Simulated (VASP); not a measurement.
Data:

```yaml
crystal:
  lattice:
    - [3.85483, 0.00000, 0.00000]
    - [-1.92742, 3.33838, 0.00000]
    - [0.00000, 0.00000, 6.03169]
  atoms:
    - { symbol: Be, position: [0.00000, 0.00000, 0.00000] }
    - { symbol: Be, position: [0.00000, 0.00000, 0.50000] }
    - { symbol: Te, position: [0.33333, 0.66667, 0.25000] }
    - { symbol: Te, position: [0.66667, 0.33333, 0.75000] }
```

All values below come from r2SCAN meta-GGA, VASP's PBE PAW potentials (set 64) (plane waves; VASP). Numerical set-up: 400 eV cut-off, 10×10×6 Γ-centred mesh, tetrahedra with Blöchl corrections, potentials Be Te.

Q: Give the energies of bands 3 to 11 at the high-symmetry points, in eV from the Fermi level.

A: 
```csv
band,Γ,M,K,A,L,H
3,-6.98,-6.48,-6.88,-3.80,-6.81,-6.01
4,-0.82,-5.37,-4.52,-3.80,-6.81,-6.01
5,-0.82,-4.60,-3.96,-0.64,-2.39,-5.58
6,-0.62,-3.42,-3.96,-0.64,-2.39,-5.58
7,-0.62,-3.00,-3.50,-0.64,-2.06,-0.39
8,0.39,-0.36,-3.50,-0.64,-2.06,-0.39
9,2.63,1.90,-0.69,2.95,1.56,2.45
10,2.71,2.33,6.52,2.95,1.56,2.45
11,4.04,2.55,6.57,3.68,3.49,3.02
```

It has no gap at this level: it comes out as a metal or semimetal.

The structure was generated: BeTe was put into the NiAs type (P6_3/mmc), which need not be its known phase. It was relaxed first, which changed the volume by +15 %.
